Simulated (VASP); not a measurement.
**YSi2: elastic constants with LDA**

Crystal: YSi2.

```
CELL_PARAMETERS angstrom
4.07549 0.00000 0.00000
-2.03774 3.52947 0.00000
0.00000 0.00000 3.99013
ATOMIC_POSITIONS crystal
Y 0.00000 0.00000 0.00000
Si 0.33333 0.66667 0.50000
Si 0.66667 0.33333 0.50000
```

The cell comes from a database or a generator and needn't be the stable form of this composition.

```
Program                   : VASP 6.6.1
Task                      : elastic constants
Functional                : LDA
Potentials or basis       : VASP PAW LDA potentials, release 64 (Y_sv, Si)
Cutoff                    : 600 eV
k mesh                    : 6 × 6 × 6
Occupations               : gaussian, width 0.1 eV
Spin                      : no spin polarisation
Ions in elastic constants : relaxed
Further INCAR settings    : ALGO = Normal; EDIFF = 1e-08; IBRION = 6; POTIM = 0.015; NSW = 1; ISIF = 3
```

The relaxed volume is 18.12 Å³/atom. The relaxed cell is a = 4.018 Å, b = 4.018 Å, c = 3.887 Å, α = 90.00°, β = 90.00°, γ = 120.00°, the space group after relaxing (to 0.05 Å) is P6/mmm (No. 191) and the voigt bulk modulus is 100 GPa. The highest phonon frequency at Γ, LO-TO splitting left out is 436 cm⁻¹.

The path:
| step | energy change (eV) | largest force (eV/Å) | pressure (GPa) | volume (Å³) |
| --- | --- | --- | --- | --- |
| 1 | 0.0000 | 0.0000 | -4.72 | 57.40 |
| 2 | -0.0293 | 0.0000 | 3.25 | 52.84 |
| 3 | -0.0449 | 0.0000 | -0.05 | 54.46 |
| 4 | -0.0449 | 0.0000 | 0.05 | 54.41 |
| 5 | -0.0464 | 0.0000 | 0.09 | 54.34 |
| 6 | -0.0467 | 0.0000 | 0.13 | 54.28 |
| 7 | -0.0467 | 0.0000 | 0.13 | 54.28 |
| 8 | -0.0467 | 0.0000 | -0.09 | 54.40 |
| 9 | -0.0467 | 0.0000 | 0.00 | 54.36 |

Final structure:
```
CELL_PARAMETERS angstrom
4.01818 0.00000 0.00000
-2.00909 3.47984 0.00000
0.00000 0.00000 3.88745
ATOMIC_POSITIONS crystal
Y 0.00000 0.00000 0.00000
Si 0.33333 0.66667 0.50000
Si 0.66667 0.33333 0.50000
```

Phonon frequencies in cm⁻¹ (negative: imaginary):
```tsv
q point	frequencies
(0.000, 0.000, 0.000)	0 0 0 113 170 170 267 436 436
```

Elastic tensor in Voigt notation (GPa, in the Cartesian axes of the cell as first typed):
```
133 135  53   0   0   0
135 133  53   0   0   0
 53  53 150   0   0   0
  0   0   0  48   0   0
  0   0   0   0  48   0
  0   0   0   0   0  -1
```

Clamped-ion elastic tensor (GPa):
```
140 128  53   0   0   0
128 140  53   0   0   0
 53  53 150   0   0   0
  0   0   0  48   0   0
  0   0   0   0  48   0
  0   0   0   0   0   6
```

Run time: 4.1 min on 1 thread of Intel(R) Xeon(R) 6975P-C (Granite Rapids), on a shared host, peak memory 0.26 GiB.

Caveat: the elastic tensor has a negative eigenvalue, so either the cell is unstable as it stands or the mesh is too thin.
